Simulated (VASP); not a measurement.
# RbY3 (Fm-3m) in VASP: further runs, part 2 of 2

VASP 6.6.1. Earlier steps stand in the parts before.

**4. Atomic charges, PBEsol+D3+U, spin-orbit coupling, no magnetisation**

Input file INCAR:

```
ALGO = Normal ; EDIFF = 1E-6
ENCUT = 520 ; GGA = PS
GGA_COMPAT = False ; ISIF = 2
ISMEAR = 0 ; IVDW = 11
LASPH = True ; LCHARG = False
LDAU = True ; LDAUJ = 0 0.5
LDAUL = -1 2 ; LDAUPRINT = 1
LDAUTYPE = 2 ; LDAUU = 0 4
LMAXMIX = 4 ; LORBIT = 11
LREAL = False ; LSORBIT = True
LWAVE = False ; MAGMOM = 0 0 0 0 0 0 0 0 0 0 0 0
NELM = 60 ; PREC = Accurate
SIGMA = 0.01
```

Input file KPOINTS:

```
k-points
0
Gamma
  5 5 5
```

Input file POSCAR:

```
RbY3
5.9623
    0.000000000000      0.707107995237      0.707107995237
    0.707107995237      0.000000000000      0.707107995237
    0.707107995237      0.707107995237      0.000000000000
Rb Y
1 3
Direct
    0.0000000000      0.0000000000      0.0000000000
    0.2500000000      0.2500000000      0.2500000000
    0.7500000000      0.7500000000      0.7500000000
    0.5000000000      0.5000000000      0.5000000000
```

Potentials or basis: VASP PAW PBE potentials, release 64 (Rb_sv, Y_sv).

The run is started by

```console
cat potpaw_PBE.64/Rb_sv/POTCAR potpaw_PBE.64/Y_sv/POTCAR > POTCAR
mpirun -np 1 vasp_ncl > vasp.out
```

OUTCAR:

```text
EDIFF = 1E-6
   ENCUT = 520
   GGA = PS
   ISIF = 2
   ISMEAR = 0
   IVDW = 11
   LASPH = True
   LORBIT = 11
   LREAL = False
   LSORBIT = True
   NELM = 60
   PREC = Accurate
 IVDW          = 11

 ion  position               nearest neighbor table
   1  0.000  0.000  0.000-   3 3.65   3 3.65   3 3.65   2 3.65   3 3.65   2 3.65   2 3.65   2 3.65
                             4 4.22   4 4.22   4 4.22   4 4.22   4 4.22   4 4.22
   2  0.250  0.250  0.250-   1 3.65   1 3.65   1 3.65   1 3.65   4 3.65   4 3.65   4 3.65   4 3.65
                             3 4.22   3 4.22   3 4.22   3 4.22   3 4.22   3 4.22
   3  0.750  0.750  0.750-   4 3.65   4 3.65   4 3.65   1 3.65   4 3.65   1 3.65   1 3.65   1 3.65
                             2 4.22   2 4.22   2 4.22   2 4.22   2 4.22   2 4.22
   4  0.500  0.500  0.500-   2 3.65   2 3.65   2 3.65   2 3.65   3 3.65   3 3.65   3 3.65   3 3.65
                             1 4.22   1 4.22   1 4.22   1 4.22   1 4.22   1 4.22

  LATTYP: Found a face centered cubic cell.
 ALAT       =     8.4319800000

  Lattice vectors:

 A1 = (   0.0000000000,   4.2159900000,   4.2159900000)
 A2 = (   4.2159900000,   0.0000000000,   4.2159900000)
 A3 = (   4.2159900000,   4.2159900000,   0.0000000000)

Analysis of symmetry for initial positions (statically):
=====================================================================
 Subroutine PRICEL returns:
 Original cell was already a primitive cell.

 Routine SETGRP: Setting up the symmetry group for a
 face centered cubic supercell.

 Subroutine GETGRP returns: Found 48 space group operations
 (whereof 48 operations were pure point group operations)
 out of a pool of 48 trial point group operations.

The static configuration has the point symmetry O_h .

Analysis of symmetry for dynamics (positions and initial velocities):
=====================================================================
[... 883 lines left out ...]
 -----------------------------------------------------------------------------------
    total drift:                               -0.000000     -0.000000     -0.000000

  FREE ENERGIE OF THE ION-ELECTRON SYSTEM (eV)
  ---------------------------------------------------
  free  energy   TOTEN  =       -16.2967361746 eV

  energy  without entropy=      -16.2949707709  energy(sigma->0) =      -16.29585347

 Spin-Orbit-Coupling matrix elements

 Ion:    1  E_soc:     -0.0572241
 l=   1
     0.0000000    -0.0095484    -0.0095484
    -0.0095484     0.0000000    -0.0095484
    -0.0095484    -0.0095484     0.0000000
 l=   2
     0.0000000     0.0000087     0.0000000     0.0000087     0.0000023
     0.0000087     0.0000000     0.0000017     0.0000087     0.0000006
     0.0000000     0.0000017     0.0000000     0.0000017     0.0000000
     0.0000087     0.0000087     0.0000017     0.0000000     0.0000006
     0.0000023     0.0000006     0.0000000     0.0000006     0.0000000
 l=   3
     0.0000000     0.0000000     0.0000000     0.0000000     0.0000000     0.0000000     0.0000000
     0.0000000     0.0000000     0.0000000     0.0000000     0.0000000     0.0000000     0.0000000
     0.0000000     0.0000000     0.0000000     0.0000000     0.0000000     0.0000000     0.0000000
     0.0000000     0.0000000     0.0000000     0.0000000     0.0000000     0.0000000     0.0000000
[... 49 lines left out ...]
 l=   2
     0.0000000     0.0000884     0.0000000     0.0000884    -0.0001012
     0.0000884     0.0000000    -0.0000759     0.0000884    -0.0000253
     0.0000000    -0.0000759     0.0000000    -0.0000759     0.0000000
     0.0000884     0.0000884    -0.0000759     0.0000000    -0.0000253
    -0.0001012    -0.0000253     0.0000000    -0.0000253     0.0000000
 l=   3
     0.0000000     0.0000000     0.0000000     0.0000000     0.0000000     0.0000000    -0.0000000
     0.0000000     0.0000000     0.0000000     0.0000000     0.0000000     0.0000000     0.0000000
     0.0000000     0.0000000     0.0000000     0.0000000     0.0000000    -0.0000000     0.0000000
     0.0000000     0.0000000     0.0000000     0.0000000     0.0000000     0.0000000     0.0000000
     0.0000000     0.0000000     0.0000000     0.0000000     0.0000000    -0.0000000     0.0000000
     0.0000000     0.0000000    -0.0000000     0.0000000    -0.0000000     0.0000000     0.0000000
    -0.0000000     0.0000000     0.0000000     0.0000000     0.0000000     0.0000000     0.0000000

 total charge

# of ion       s       p       d       f       tot
--------------------------------------------------
    1        1.987   5.273   0.084   0.000   7.344
    2        2.322   6.217   0.626   0.004   9.168
    3        2.322   6.217   0.626   0.004   9.168
    4        2.326   6.243   0.671   0.004   9.244
--------------------------------------------------
tot          8.956  23.950   2.006   0.012  34.925

 magnetization (x)

# of ion       s       p       d       f       tot
--------------------------------------------------
    1        0.000  -0.000   0.000   0.000   0.000
    2       -0.000  -0.000   0.000  -0.000  -0.000
    3       -0.000  -0.000   0.000  -0.000  -0.000
    4        0.000   0.000   0.000  -0.000   0.000
--------------------------------------------------
tot         -0.000  -0.000   0.000  -0.000  -0.000

 magnetization (y)

# of ion       s       p       d       f       tot
--------------------------------------------------
    1        0.000  -0.000   0.000   0.000   0.000
    2        0.000  -0.000   0.000   0.000  -0.000
    3        0.000   0.000   0.000   0.000   0.000
    4        0.000  -0.000  -0.000   0.000  -0.000
--------------------------------------------------
tot          0.000  -0.000  -0.000   0.000  -0.000

 magnetization (z)

# of ion       s       p       d       f       tot
--------------------------------------------------
    1        0.000  -0.000   0.000   0.000   0.000
    2        0.000  -0.000   0.000  -0.000  -0.000
    3        0.000  -0.000   0.000  -0.000  -0.000
    4        0.000   0.000  -0.000  -0.000  -0.000
--------------------------------------------------
tot          0.000  -0.000  -0.000  -0.000  -0.000
```

stdout:

```text
POSCAR found type information on POSCAR RbY
 POSCAR found :  2 types and       4 ions
 scaLAPACK will be used
 -----------------------------------------------------------------------------
|                                                                             |
|                                                                             |
|     You enforced a specific xc type in the INCAR file but a different       |
|     I HOPE YOU KNOW WHAT YOU ARE DOING!                                     |
|                                                                             |
 -----------------------------------------------------------------------------

 LDA part: xc-table for (Slater+PW92), standard interpolation
 POSCAR, INCAR and KPOINTS ok, starting setup
 FFT: planning ... GRIDC
 FFT: planning ... GRID_SOFT
 FFT: planning ... GRID
 WAVECAR not read
 entering main loop
```

Wall time 2.5 min (1 thread of AMD EPYC 9R45 (Zen 5), shared host); peak memory 0.78 GiB.

What came out:

```yaml
Free_energy: -16.2967 eV
Pressure: 1.3 GPa
Valence_electrons_inside_the_program's_atomic_spheres: Rb 7.34; Y 9.17, 9.24
Dispersion_energy_per_atom: -0.200 eV
```

Caveat: the PAW data sets were made with another functional, which shifts forces and pressure a little; the U is typed as a test and isn't derived for this compound.

**5. For comparison**

An earlier run on the cell as given: functional PBE; potentials or basis VASP PAW PBE potentials, release 64 (Rb_sv, Y_sv); cutoff 520 eV; k mesh 6 × 6 × 6; occupations fermi-dirac, width 0.05 eV; no spin polarisation.

* Pressure: 0.0 GPa
* Band gap on the k mesh: none (metal or under the smearing width)

**6. Summary**

| task | level | spin | U | cell | k mesh | cutoff (eV) | smearing | LDAUTYPE | hund's J | gap on the mesh (eV) | pressure (GPa) | relaxed volume (Å³/atom) |
| --- | --- | --- | --- | --- | --- | --- | --- | --- | --- | --- | --- | --- |
| relaxation of cell and atoms | PBE | off | - | relaxed | 6 × 6 × 6 | 600 | methfessel-paxton 0.1 eV | - | - | none | 0.0 | 37.33 |
| relaxation of cell and atoms | RPBE | off | - | relaxed | 6 × 6 × 6 | 600 | methfessel-paxton 0.1 eV | - | - | none | 0.0 | 39.23 |
| atomic charges | PBEsol+D3+U | SOC, no magnetisation | Y d U = 4 eV, J = 0.5 eV | as given | 5 × 5 × 5 | 520 | gaussian 0.01 eV | 2 | 0.5 | - | 1.3 | - |
| single point | PBE | off | - | as given | 6 × 6 × 6 | 520 | fermi-dirac 0.05 eV | - | - | none | 0.0 | - |

Alike in all rows: potentials or basis VASP PAW PBE potentials, release 64 (Rb_sv, Y_sv).

Caveats: the PAW data sets were made with another functional, which shifts forces and pressure a little (some runs); the U is typed as a test and isn't derived for this compound (some runs).

Absolute energies hang on the potentials; compare differences alone.
